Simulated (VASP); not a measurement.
**CaMg6Ni under changes of volume**

One of the cells (22.972 Å³/atom); the others are scaled copies at fixed shape and fractional positions:

```xyz
8
Lattice="4.9242 0.0000 0.0000 0.0000 3.1469 5.9297 0.0000 -3.1469 5.9297" Properties=species:S:1:pos:R:3 pbc="T T T"
Ni    2.4621    0.0000    7.5127
Ca    0.0000    0.0000    9.5665
Mg    2.4621    0.0000    2.1509
Mg    2.4621    1.5136    5.2227
Mg    2.4621   -1.5136    5.2227
Mg    0.0000    0.0000    4.0458
Mg    0.0000    1.5266    6.8583
Mg    0.0000   -1.5266    6.8583
```

The cell comes from a database or a generator and needn't be the stable form of this composition.

| Quantity | Value |
| --- | --- |
| Program | VASP 6.6.1 |
| Functional | PBE |
| Potentials or basis | VASP PAW PBE potentials, release 64 (Ni, Ca_sv, Mg) |
| Cutoff | 520 eV |
| k mesh | 6 × 5 × 5 |
| Occupations | fermi-dirac, width 0.05 eV |
| Spin | collinear spin, ferromagnetic start |
| Starting moments | [1.0, 0.0, 0.0, 0.0, 0.0, 0.0, 0.0, 0.0] μB |

| volume (Å³/atom) | energy over the lowest point (meV/atom) | pressure (GPa) | largest force (eV/Å) |
| --- | --- | --- | --- |
| 21.170 | ? | ? | ? |
| 21.621 | 5.41 | 1.9 | 0.085 |
| 22.071 | 1.22 | 1.0 | 0.054 |
| 22.972 | 0.00 | -0.6 | 0.086 |
| 23.422 | 2.52 | -1.2 | 0.128 |
| 23.873 | 6.86 | -1.9 | 0.166 |

Question: What does the run at 21.170 Å³/atom give?

Answer: Energy over the lowest point 12.31 meV/atom; pressure 3.0 GPa; largest force 0.122 eV/Å.

Worked out: A Birch-Murnaghan fit of order 3 (a polynomial in V^(-2/3)) to the other rows has its minimum at 22.64 Å³/atom with B0 = V·E''(V) = 39 GPa and B' = 4.2 at fixed shape and positions, which overstates the stiffness. It gives 12.36 meV/atom at 21.170 Å³/atom, against the run's 12.31, and -dE/dV = 3.0 GPa, against 3.0.

Energies are extrapolated to zero smearing.
